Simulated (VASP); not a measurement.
Computed with PBE GGA, VASP's PBE PAW potentials (set 64) (plane waves; VASP).

The input files of a VASP run:

POSCAR:
```
YSi
1.0
  3.5390629564   0.0000000000   0.0000000000
  0.0000000000   3.5390629564   0.0000000000
  0.0000000000   0.0000000000   3.5390629564
Y Si
1 1
Direct
  0.0000000000   0.0000000000   0.0000000000
  0.5000000000   0.5000000000   0.5000000000
```

File KPOINTS:
```
k-points along high-symmetry lines
15
Line-mode
Reciprocal
  0.000000   0.000000   0.000000 ! GAMMA
  0.000000   0.500000   0.000000 ! X

  0.000000   0.500000   0.000000 ! X
  0.500000   0.500000   0.000000 ! M

  0.500000   0.500000   0.000000 ! M
  0.000000   0.000000   0.000000 ! GAMMA

  0.000000   0.000000   0.000000 ! GAMMA
  0.500000   0.500000   0.500000 ! R

  0.500000   0.500000   0.500000 ! R
  0.000000   0.500000   0.000000 ! X

  0.500000   0.500000   0.500000 ! R
  0.500000   0.500000   0.000000 ! M
```

**INCAR**
```
! general
SYSTEM =YSi
PREC   =Accurate
ENCUT  =400
LREAL  =.FALSE.
LASPH  =.TRUE.
ICHARG =11

! electronic loop
EDIFF  =1E-7
NELM   =100
ALGO   =Normal
LMAXMIX=4

! smearing
ISMEAR =0
SIGMA  =0.05

! functional
GGA    =PE

! output
LWAVE  =.FALSE.
LCHARG =.FALSE.
LORBIT =11
```

POTCAR, in this order: Y_sv Si (PBE.64 set). Program: vasp_std. Read from the step before: CHGCAR.

Output of the run:

OUTCAR:
```
 ion  position               nearest neighbor table
   1  0.000  0.000  0.000-   2 3.06   2 3.06   2 3.06   2 3.06   2 3.06   2 3.06   2 3.06   2 3.06
  LATTYP: Found a simple cubic cell.
 ALAT       =     3.5390629564
 Subroutine PRICEL returns:
 Original cell was already a primitive cell.
 Subroutine GETGRP returns: Found 48 space group operations
The static configuration has the point symmetry O_h .
The dynamic configuration has the point symmetry O_h .
 Subroutine INISYM returns: Found 48 space group operations
   k-points           NKPTS =     90   k-points in BZ     NKDIM =     90   number of bands    NBANDS=     11
   number of dos      NEDOS =    301   number of ions     NIONS =      2
   total plane-waves  NPLWV =  13824
   dimension x,y,z NGX =    24 NGY =   24 NGZ =   24
   dimension x,y,z NGXF=    48 NGYF=   48 NGZF=   48
   ions per type =               1   1
   PREC   = accura    normal or accurate (medium, high low for compatibility)
   ISTART =      0    job   : 0-new  1-cont  2-samecut
   ICHARG =     11    charge: 1-file 2-atom 10-const
   ISPIN  =      1    spin polarized calculation?
   LNONCOLLINEAR =      F non collinear calculations
   LSORBIT =      F    spin-orbit coupling
   INIWAV =      1    electr: 0-lowe 1-rand  2-diag
   ENCUT  =  400.0 eV  29.40 Ry    5.42 a.u.   5.77  5.77  5.77*2*pi/ulx,y,z
   NELM   =    100;   NELMIN=  2; NELMDL= -5     # of ELM steps
   EDIFF  = 0.1E-06   stopping-criterion for ELM
   LREAL  =      F    real-space projection
   NLSPLINE    = F    spline interpolate recip. space projectors
   LMAXMIX     =    4 max onsite mixed and CHGCAR
   VOSKOWN=      0    Vosko Wilk Nusair interpolation
   EDIFFG = 0.1E-05   stopping-criterion for IOM
   NSW    =      0    number of steps for IOM
   NBLOCK =      1;   KBLOCK =      1    inner block; outer block
   IBRION =     -1    ionic relax: 0-MD 1-quasi-New 2-CG
   NFREE  =      0    steps in history (QN), initial steepest desc. (CG)
   ISIF   =      2    stress and relaxation
   ISYM   =      2    0-nonsym 1-usesym 2-fastsym
   TEIN   =    0.0    initial temperature
   TEBEG  =    0.0;   TEEND  =   0.0 temperature during run
   SMASS  =  -3.00    Nose mass-parameter (am)
...
```

**OSZICAR**
```
       N       E                     dE             d eps       ncg     rms          rms(c)
DAV:   1     0.274020068753E+02    0.27402E+02   -0.63841E+03  1988   0.101E+03
DAV:   2    -0.111871405309E+02   -0.38589E+02   -0.36877E+02  2364   0.185E+02
DAV:   3    -0.130258763065E+02   -0.18387E+01   -0.17411E+01  2953   0.282E+01
DAV:   4    -0.130856065722E+02   -0.59730E-01   -0.59435E-01  2597   0.501E+00
DAV:   5    -0.130872322663E+02   -0.16257E-02   -0.16253E-02  2816   0.665E-01
DAV:   6    -0.130872727841E+02   -0.40518E-04   -0.40518E-04  2661   0.784E-02
DAV:   7    -0.130872733141E+02   -0.52999E-06   -0.52944E-06  2770   0.822E-03
DAV:   8    -0.130872733286E+02   -0.14460E-07   -0.14685E-07  1928   0.981E-04
   1 F= -.13087273E+02 E0= -.13085768E+02  d E =-.301089E-02
```

### OUTCAR
```
 val. band max:        5.5386202467   @ k =   0.1071   0.1071   0.1071

 cond. band min:       5.5610386737   @ k =   0.3571   0.5000   0.0000



 k-point     1 :       0.0000    0.0000    0.0000
  band No.  band energies     occupation
      1     -37.1075      2.00000
      2     -16.9668      2.00000
      3     -16.9668      2.00000
      4     -16.9668      2.00000
      5      -3.9048      2.00000
      6       4.7241      2.00000
      7       4.7241      2.00000
      8       7.0693      0.00000
      9       7.0693      0.00000
     10       7.0693      0.00000
     11       9.4300      0.00000

 k-point     2 :       0.0000    0.0357    0.0000
  band No.  band energies     occupation
      1     -37.1072      2.00000
      2     -16.9720      2.00000
      3     -16.9664      2.00000
      4     -16.9664      2.00000
      5      -3.8877      2.00000
      6       4.6915      2.00000
      7       4.7344      2.00000
      8       7.0358      0.00000
      9       7.0358      0.00000
     10       7.0520      0.00000
     11       9.4592      0.00000

 k-point     3 :       0.0000    0.0714    0.0000
  band No.  band energies     occupation
      1     -37.1062      2.00000
      2     -16.9871      2.00000
      3     -16.9650      2.00000
      4     -16.9650      2.00000
      5      -3.8369      2.00000
      6       4.5866      2.00000
      7       4.7652      2.00000
      8       6.9422      0.00000
      9       6.9422      0.00000
     10       7.0226      0.00000
     11       9.4550      0.00000

 k-point     4 :       0.0000    0.1071    0.0000
  band No.  band energies     occupation
      1     -37.1045      2.00000
      2     -17.0114      2.00000
      3     -16.9628      2.00000
      4     -16.9628      2.00000
      5      -3.7530      2.00000
      6       4.3965      2.00000
      7       4.8160      2.00000
      8       6.8043      0.00000
      9       6.8043      0.00000
     10       7.0299      0.00000
...
```

The density is held fixed in this step, so its total energy and stress have no physical meaning.

The structure was generated: YSi was put into the CsCl type type (Pm-3m), which need not be its known phase. It was relaxed first, which changed the volume by -26 %. The electron count is odd and the run is not spin-polarised, which forces a metal.
